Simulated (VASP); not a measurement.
Output of a VASP run:

**OSZICAR**
```
       N       E                     dE             d eps       ncg     rms          rms(c)
DAV:   1     0.116905759109E+03    0.11691E+03   -0.10101E+04  2080   0.140E+03
DAV:   2    -0.216892053339E+02   -0.13859E+03   -0.13330E+03  2398   0.344E+02
DAV:   3    -0.274776274597E+02   -0.57884E+01   -0.57084E+01  3270   0.621E+01
DAV:   4    -0.276355829580E+02   -0.15796E+00   -0.15790E+00  2716   0.932E+00
DAV:   5    -0.276384393886E+02   -0.28564E-02   -0.28564E-02  3152   0.111E+00    0.256E+01
DAV:   6    -0.248648845113E+02    0.27736E+01   -0.77119E+00  2516   0.209E+01    0.107E+01
DAV:   7    -0.248180164261E+02    0.46868E-01   -0.98080E-01  3159   0.675E+00    0.359E+00
DAV:   8    -0.248208893267E+02   -0.28729E-02   -0.12700E-01  2511   0.343E+00    0.819E-01
DAV:   9    -0.248170369625E+02    0.38524E-02   -0.21313E-02  2554   0.127E+00    0.161E-01
DAV:  10    -0.248169490149E+02    0.87948E-04   -0.94007E-04  2595   0.292E-01    0.460E-02
DAV:  11    -0.248169565243E+02   -0.75094E-05   -0.32002E-05  2800   0.649E-02    0.171E-02
DAV:  12    -0.248169562994E+02    0.22492E-06   -0.32933E-06  2864   0.190E-02    0.334E-03
DAV:  13    -0.248169564038E+02   -0.10440E-06   -0.48592E-07  2656   0.639E-03    0.171E-03
DAV:  14    -0.248169563198E+02    0.83986E-07   -0.50276E-08  1285   0.252E-03
   1 F= -.25720727E+02 E0= -.25720743E+02  d E =-.257207E+02
       N       E                     dE             d eps       ncg     rms          rms(c)
DAV:   1    -0.248186775015E+02   -0.17211E-02   -0.82646E-02  2235   0.292E+00    0.205E-01
DAV:   2    -0.248179188693E+02    0.75863E-03   -0.17938E-03  2355   0.374E-01    0.115E-01
DAV:   3    -0.248176095435E+02    0.30933E-03   -0.82735E-04  2400   0.266E-01    0.263E-02
DAV:   4    -0.248176084942E+02    0.10493E-05   -0.18187E-05  2281   0.398E-02    0.101E-02
DAV:   5    -0.248176085193E+02   -0.25110E-07   -0.73081E-07  2694   0.929E-03
   2 F= -.25721158E+02 E0= -.25721153E+02  d E =-.431461E-03
       N       E                     dE             d eps       ncg     rms          rms(c)
DAV:   1    -0.248176109633E+02   -0.24691E-05   -0.17225E-03  2230   0.421E-01    0.298E-02
DAV:   2    -0.248175951708E+02    0.15793E-04   -0.37592E-05  2350   0.541E-02    0.167E-02
DAV:   3    -0.248175886376E+02    0.65332E-05   -0.17262E-05  2400   0.383E-02    0.376E-03
DAV:   4    -0.248175886402E+02   -0.25775E-08   -0.36327E-07  2240   0.565E-03
   3 F= -.25721171E+02 E0= -.25721168E+02  d E =-.443852E-03
```

OUTCAR:
```
------------------------ aborting loop because EDIFF is reached ----------------------------------------
 Edisp (eV)   -0.90358
  FORCE on cell =-STRESS in cart. coord.  units (eV):
  Direction    XX          YY          ZZ          XY          YZ          ZX
  --------------------------------------------------------------------------------------
  Total       3.10947     3.10947     3.10847    -0.00000     0.00000    -0.00000
  in kB     175.19368   175.19374   175.13779    -0.00000     0.00000    -0.00000
  external pressure =      175.18 kB  Pullay stress =        0.00 kB
  volume of cell :       28.44
      direct lattice vectors                 reciprocal lattice vectors
     1.544760362 -2.675603924 -0.000000000     0.323674799 -0.186873698 -0.000000000
     1.544760362  2.675603924  0.000000000     0.323674799  0.186873698  0.000000000
    -0.000000000 -0.000000000  3.440052474     0.000000000 -0.000000000  0.290693240
 POSITION                                       TOTAL-FORCE (eV/Angst)
 -----------------------------------------------------------------------------------
      0.00000      0.00000      0.00000        -0.000000     -0.000000      0.000000
      1.54476      0.89187      1.72003        -0.000000      0.000000     -0.000000
      1.54476     -0.89187      1.72003         0.000000      0.000000      0.000000
 -----------------------------------------------------------------------------------
    total drift:                                0.000000     -0.000000     -0.000000
  FREE ENERGIE OF THE ION-ELECTRON SYSTEM (eV)
  ---------------------------------------------------
  free  energy   TOTEN  =       -25.7211707374 eV

  energy  without entropy=      -25.7211635772  energy(sigma->0) =      -25.72116835

 reached required accuracy - stopping structural energy minimisation
```
(Selected blocks of OUTCAR.)

File POSCAR:
```
ZrB2
1
    1.5425498381    -2.6717751443     0.0000000000
    1.5425498381     2.6717751443     0.0000000000
    0.0000000000     0.0000000000     3.4499190019
Zr B
1 2
Direct
  0.0000000000   0.0000000000   0.0000000000
  0.3333330000   0.6666670000   0.5000000000
  0.6666670000   0.3333330000   0.5000000000
```

Task: Write an INCAR and KPOINTS that could have produced this output.

Result: One answer among several that fit: the input of the run itself, PBE GGA with D3 dispersion (zero damping), plane waves, VASP's PBE PAW potentials (set 64).

INCAR:
```
# general
SYSTEM =ZrB2
PREC   =Accurate
ENCUT  =520
LREAL  =F
LASPH  =T

# electronic loop
EDIFF  =1E-7
NELM   =100
ALGO   =Normal
LMAXMIX=4

# smearing
ISMEAR =1
SIGMA  =0.1

# functional
GGA    =PE
IVDW   =11

# ions
IBRION =2
NSW    =30
ISIF   =4
EDIFFG =-0.01

# output
LWAVE  =F
LCHARG =F
```

**KPOINTS**
```
Automatic mesh
0
Gamma
11 11 9
0 0 0
```

POTCAR, in this order: Zr_sv B (PBE.64 set). Program: vasp_std.

The compound is ZrB2 in the AlB2 type structure. This cell is one point of a volume scan, at 0.94 of the reference volume. Symmetry was kept, so distortions that lower it aren't found.
